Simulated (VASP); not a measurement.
```xyz
3
Lattice="0.0000 2.8612 2.8612 2.8612 0.0000 2.8612 2.8612 2.8612 0.0000" Properties=species:S:1:pos:R:3 pbc="T T T"
Ca     0.0000     0.0000     0.0000
F      1.4306     1.4306     1.4306
F      4.2918     4.2918     4.2918
```

Computed with RPBE GGA, VASP's PBE PAW potentials (set 64) (plane waves; VASP). Settings: 520 eV cut-off, 7×7×7 Γ-centred mesh, Gaussian smearing of 0.050 eV, potentials Ca_sv F.

Q: The job: CaF$_{2}$ (fluorite), 3 atoms, RPBE, static run, 520 eV, 7×7×7 Γ-centred mesh. Roughly how much core time does it take on a busy server core?

A: About 40 core-seconds (one run on a shared machine, a rough figure). It had 20 irreducible k-points, 16 bands, up to 1279 plane waves and 16 electronic steps.

The compound is CaF2 in the fluorite structure. This cell is one point of a volume scan, at 1.06 of the reference volume.
